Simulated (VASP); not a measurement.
Elastic constants (GPa) of a crystal from LDA (Ceperley-Alder, Perdew-Zunger), VASP's LDA PAW potentials (set 64) run with VASP:

|  | xx | yy | zz | yz | xz | xy |
|---|---|---|---|---|---|---|
| xx | 211.0 | 51.0 | 51.0 | 0.0 | 0.0 | 0.0 |
| yy | 51.0 | 211.0 | 51.0 | 0.0 | 0.0 | 0.0 |
| zz | 51.0 | 51.0 | 211.0 | 0.0 | 0.0 | 0.0 |
| yz | 0.0 | 0.0 | 0.0 | 56.1 | 0.0 | 0.0 |
| xz | 0.0 | 0.0 | 0.0 | 0.0 | 56.1 | 0.0 |
| xy | 0.0 | 0.0 | 0.0 | 0.0 | 0.0 | 56.1 |

Task: Work out the Voigt, Reuss and Hill moduli, Young's modulus and Poisson's ratio.

Result: All eigenvalues are positive (smallest 56.1 GPa), so the crystal is stable. K_V = (C11+C22+C33+2(C12+C13+C23))/9 = (633.0 + 2×153.0)/9 = 104.3 GPa; G_V = (633.0 − 153.0 + 3×168.3)/15 = 65.7 GPa. From the compliances, K_R = 104.3 GPa and G_R = 63.7 GPa. Hill: K = 104.3 GPa, G = 64.7 GPa, E = 9KG/(3K+G) = 160.8 GPa, ν = (3K−2G)/(2(3K+G)) = 0.243. K/G = 1.61, below Pugh's 1.75; universal anisotropy A^U = 0.15.

Task: With a density of 5.26 g/cm³, what are the mean sound speeds?

Result: v_l = √((K+4G/3)/ρ) = 6.02 km/s and v_t = √(G/ρ) = 3.51 km/s. The crystal is SrO (space group Fm-3m), cubic.

The structure comes from a computed database's SrO entry (Fm-3m); how it stands against other phases isn't given here. It was relaxed first, which changed the volume by -5 %.
